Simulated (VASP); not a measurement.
An input for Quantum ESPRESSO's pw.x (written as the equivalent of a VASP run, and not itself run):

```
&CONTROL
  calculation = 'vc-relax'
  pseudo_dir = './pseudo'
  outdir = './out'
  tprnfor = .true.
  tstress = .true.
  nstep = 40
  forc_conv_thr = 0.00078
/
&SYSTEM
  ibrav = 0
  nat = 3
  ntyp = 2
  ecutwfc = 84
  occupations = 'smearing'
  smearing = 'gaussian'
  degauss = 0.003675
  input_dft = 'pbe'
/
&ELECTRONS
  conv_thr = 7.3e-08
  electron_maxstep = 100
/
&IONS
/
&CELL
  press = 450
/
ATOMIC_SPECIES
  Li 6.940 Li.upf
  O 15.999 O.upf
CELL_PARAMETERS angstrom
     0.0000000    2.0871832    2.0871832
     2.0871832    0.0000000    2.0871832
     2.0871832    2.0871832    0.0000000
ATOMIC_POSITIONS crystal
  Li   0.2500000  0.2500000  0.2500000
  Li   0.7500000  0.7500000  0.7500000
  O    0.0000000  0.0000000  0.0000000
K_POINTS automatic
  9 9 9 0 0 0
```

Q: Write the VASP files for the same calculation (PBE).

A: One answer among several that fit: 
**POSCAR**
```
Li2O
1
    0.0000000000     2.0871832084     2.0871832084
    2.0871832084     0.0000000000     2.0871832084
    2.0871832084     2.0871832084     0.0000000000
Li O
2 1
Direct
  0.2500000000   0.2500000000   0.2500000000
  0.7500000000   0.7500000000   0.7500000000
  0.0000000000   0.0000000000   0.0000000000
```

**INCAR**
```
SYSTEM = Li2O
PREC = Accurate; ENCUT = 620; LREAL = .False.
LASPH = .True.
EDIFF = 1E-6; NELM = 100; ALGO = Normal
ISMEAR = 0; SIGMA = 0.05
GGA = PE
IBRION = 2; NSW = 40; ISIF = 3
EDIFFG = -0.02; PSTRESS = 450
LWAVE = .False.; LCHARG = .False.
```

### KPOINTS
```
kpoints
0
gamma
  9 9 9
0 0 0
```

POTCAR, in this order: Li_sv O (PBE.64 set). Program: vasp_std.

Limits of the translation: the potentials are each code's own (VASP's PAW set, PseudoDojo norm-conserving files in pw.x), so ENCUT and ecutwfc are chosen apart and not converted; conv_thr bounds pw.x's estimated SCF error, while EDIFF bounds the energy change between steps; forc_conv_thr acts on force components and is met together with etot_conv_thr.

The compound is Li2O in the antifluorite structure. It was relaxed first under an external pressure of 45 GPa.
